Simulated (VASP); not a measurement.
A convergence study with VASP on CeO$_{2}$ (fluorite): one setting is varied, all else stays as given below, so the limit is that of these other settings. Each run relaxes cell and ions from the cell shown.

```yaml
crystal:
  lattice:
    - [0.00000, 2.70500, 2.70500]
    - [2.70500, 0.00000, 2.70500]
    - [2.70500, 2.70500, 0.00000]
  atoms:
    - { symbol: Ce, position: [0.00000, 0.00000, 0.00000] }
    - { symbol: O, position: [0.25000, 0.25000, 0.25000] }
    - { symbol: O, position: [0.75000, 0.75000, 0.75000] }
```

Calculation: PBE GGA, VASP's PBE PAW potentials (set 64) (plane waves; VASP 6.6.1). The tightest run used: 700 eV cut-off, 11×11×11 Γ-centred mesh, Gaussian smearing of 0.050 eV, potentials Ce O.

Gaps are read on the run's mesh, which can miss a band edge.

Task: The settings run are 2×2×2 mesh; 3×3×3 mesh; 4×4×4 mesh; 5×5×5 mesh; 7×7×7 mesh; 8×8×8 mesh; 9×9×9 mesh; 10×10×10 mesh; 11×11×11 mesh. From which on does the relaxed volume stay within 0.05 Å³/atom of the tightest run?

Result: From 3×3×3 mesh on: it is off by 0.000 there and by no more than 0.05 in any finer run, while 2×2×2 mesh is off by 0.198.
| setting | relaxed volume (Å³/atom) | E (eV/atom) | gap on the mesh (eV) | irreducible k-points | difference judged (Å³/atom) |
|---|---|---|---|---|---|
| 2×2×2 mesh | 13.781 | -8.6836 | 2.457 | 3 | 0.198 |
| 3×3×3 mesh | 13.583 | -8.7441 | 2.035 | 4 | 0.000 |
| 4×4×4 mesh | 13.584 | -8.7457 | 1.869 | 8 | 0.001 |
| 5×5×5 mesh | 13.583 | -8.7459 | 2.015 | 10 | 0.000 |
| 7×7×7 mesh | 13.583 | -8.7458 | 1.894 | 20 | 0.000 |
| 8×8×8 mesh | 13.583 | -8.7458 | 1.869 | 29 | 0.000 |
| 9×9×9 mesh | 13.583 | -8.7458 | 1.931 | 35 | 0.000 |
| 10×10×10 mesh | 13.583 | -8.7458 | 1.889 | 47 | 0.000 |
| 11×11×11 mesh | 13.583 | -8.7458 | 1.872 | 56 | 0.000 |

Left out are rungs that failed or repeat a setting and relaxations that didn't move; long series are thinned to 24 rows.

The compound is CeO2 in the fluorite structure. The run is not spin-polarised, so no magnetic state was tried.
